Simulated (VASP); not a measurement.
Calculation: PBE GGA, VASP's PBE PAW potentials (set 64) (plane waves; VASP).

A VASP calculation is set up with these files.

**POSCAR**
```
TiCo
1
    2.9900000000     0.0000000000     0.0000000000
    0.0000000000     2.9900000000     0.0000000000
    0.0000000000     0.0000000000     2.9900000000
Ti Co
1 1
Direct
  0.0000000000   0.0000000000   0.0000000000
  0.5000000000   0.5000000000   0.5000000000
```

**INCAR**
```
# general
SYSTEM   =  TiCo
PREC     =  Accurate
ENCUT    =  400
LREAL    =  F
LASPH    =  T

# electronic loop
EDIFF    =  1E-6
NELM     =  100
ALGO     =  Normal
LMAXMIX  =  4

# smearing
ISMEAR   =  1
SIGMA    =  0.1

# functional
GGA      =  PE

# ions
ISIF     =  2

# output
LWAVE    =  F
LCHARG   =  F
```

**KPOINTS**
```
Automatic mesh
0
Gamma
9 9 9
0 0 0
```

POTCAR, in this order: Ti_sv Co (PBE.64 set). Program: vasp_std.

### Question
Estimate the energy per atom (σ→0), pressure, band gap (on the k-mesh).

### Answer

| Property | Value |
|---|---|
| energy per atom (σ→0) | -7.806 eV/atom |
| band gap (on the k-mesh) | none (metal, semimetal or under 0.01 eV) |
| pressure | -4.23 GPa |

**OSZICAR**
```
...
DAV:   9    -0.156279606742E+02   -0.34511E-01   -0.25799E-01  1156   0.479E+00    0.180E+00
DAV:  10    -0.156159939877E+02    0.11967E-01   -0.80910E-02  1436   0.364E+00    0.497E-01
DAV:  11    -0.156140174992E+02    0.19765E-02   -0.64212E-03  1216   0.953E-01    0.300E-01
DAV:  12    -0.156134781710E+02    0.53933E-03   -0.13909E-03  1376   0.310E-01    0.117E-01
DAV:  13    -0.156133420614E+02    0.13611E-03   -0.33612E-04  1280   0.174E-01    0.529E-02
DAV:  14    -0.156133248312E+02    0.17230E-04   -0.12240E-04  1468   0.953E-02    0.114E-02
DAV:  15    -0.156133250168E+02   -0.18561E-06   -0.64211E-06  1046   0.366E-02
   1 F= -.15613325E+02 E0= -.15611492E+02  d E =-.549948E-02
```

The compound is TiCo in the CsCl type structure. The cell was not relaxed at this level. The run is not spin-polarised, so no magnetic state was tried. The electron count is odd and the run is not spin-polarised, which forces a metal.
